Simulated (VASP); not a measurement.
These are PBE GGA, VASP's PBE PAW potentials (set 64) (plane waves; VASP) values and carry that method's errors.

The input files of a VASP run:

### POSCAR
```
Ga
4.4754840
  0.5038621521  -0.8637841181   0.0000000000
  0.5038621521   0.8637841181   0.0000000000
  0.0000000000   0.0000000000   1.0357934471
Ga
4
direct
  0.6557000000   0.3443000000   0.4154000000
  0.3443000000   0.6557000000   0.5846000000
  0.8443000000   0.1557000000   0.9154000000
  0.1557000000   0.8443000000   0.0846000000
```

**KPOINTS**
```
Automatic mesh
0
Gamma
11 11 10
0 0 0
```

INCAR:
```
ALGO  =  Normal
EDIFF  =  1E-6
ENCUT  =  300
GGA  =  PE
ISIF  =  2
ISMEAR  =  -1
LASPH  =  .TRUE.
LCHARG  =  .FALSE.
LMAXMIX  =  4
LREAL  =  .FALSE.
LWAVE  =  .FALSE.
NELM  =  100
PREC  =  Accurate
SIGMA  =  0.1
SYSTEM  =  Ga
```

POTCAR, in this order: Ga_d (PBE.64 set). Program: vasp_std.

The resulting files:

OSZICAR:
```
       N       E                     dE             d eps       ncg     rms          rms(c)
DAV:   1     0.292215074824E+03    0.29222E+03   -0.19614E+04 13566   0.230E+03
DAV:   2     0.198577210791E+02   -0.27236E+03   -0.26812E+03 14120   0.447E+02
DAV:   3    -0.109613904566E+02   -0.30819E+02   -0.30575E+02 15303   0.128E+02
DAV:   4    -0.117094727667E+02   -0.74808E+00   -0.74479E+00 15019   0.239E+01
DAV:   5    -0.117252768841E+02   -0.15804E-01   -0.15802E-01 16023   0.329E+00    0.239E+00
DAV:   6    -0.116553067463E+02    0.69970E-01   -0.18734E-01 16035   0.594E+00    0.133E+00
DAV:   7    -0.116426646053E+02    0.12642E-01   -0.57143E-02 17949   0.264E+00    0.297E-01
DAV:   8    -0.116417861674E+02    0.87844E-03   -0.13487E-02 14722   0.134E+00    0.464E-02
DAV:   9    -0.116419384657E+02   -0.15230E-03   -0.94133E-04 14986   0.330E-01    0.245E-02
DAV:  10    -0.116419516340E+02   -0.13168E-04   -0.21592E-04 15670   0.163E-01    0.537E-03
DAV:  11    -0.116419517569E+02   -0.12288E-06   -0.33249E-05 15557   0.694E-02    0.364E-03
DAV:  12    -0.116419516896E+02    0.67279E-07   -0.57646E-06 14979   0.253E-02
   1 F= -.11641952E+02 E0= -.11627267E+02  d E =-.293687E-01
```

File OUTCAR:
```
------------------------ aborting loop because EDIFF is reached ----------------------------------------
  FORCE on cell =-STRESS in cart. coord.  units (eV):
  Direction    XX          YY          ZZ          XY          YZ          ZX
  --------------------------------------------------------------------------------------
  Total        0.5429848      0.1133127     -0.2283174      0.0000000      0.0000000      0.0000000
  in kB       10.7636146      2.2462034     -4.5259470      0.0000000      0.0000000      0.0000000
  external PRESSURE =       2.8279570 kB  Pullay stress =       0.0000000 kB
  volume of cell :       80.82
      direct lattice vectors                 reciprocal lattice vectors
     2.255027000 -3.865852000  0.000000000     0.221726835 -0.129337595  0.000000000
     2.255027000  3.865852000  0.000000000     0.221726835  0.129337595  0.000000000
     0.000000000  0.000000000  4.635677000     0.000000000  0.000000000  0.215718222
 POSITION                                       TOTAL-FORCE (eV/Angst)
 -----------------------------------------------------------------------------------
      2.25503     -1.20383      1.92566         0.000000     -0.023876      0.023760
      2.25503      1.20383      2.71002         0.000000      0.023876     -0.023760
      2.25503     -2.66203      4.24350         0.000000      0.023876      0.023760
      2.25503      2.66203      0.39218         0.000000     -0.023876     -0.023760
 -----------------------------------------------------------------------------------
    total drift:                                0.000000      0.000000     -0.000000
  FREE ENERGIE OF THE ION-ELECTRON SYSTEM (eV)
  ---------------------------------------------------
  free  energy   TOTEN  =       -11.6419516896 eV

  energy  without entropy=      -11.6125829692  energy(sigma->0) =      -11.62726733
```
(Selected blocks of OUTCAR.)

At this cut-off the stress carries a Pulay error, which pulls relaxed volumes low.

The structure comes from a computed database's Ga entry; how it stands against other phases isn't given here. The cell was not relaxed at this level. The run is one of a series of settings (KPOINTS 11×11×10 Γ-centred mesh against the base run), some of them coarse on purpose.
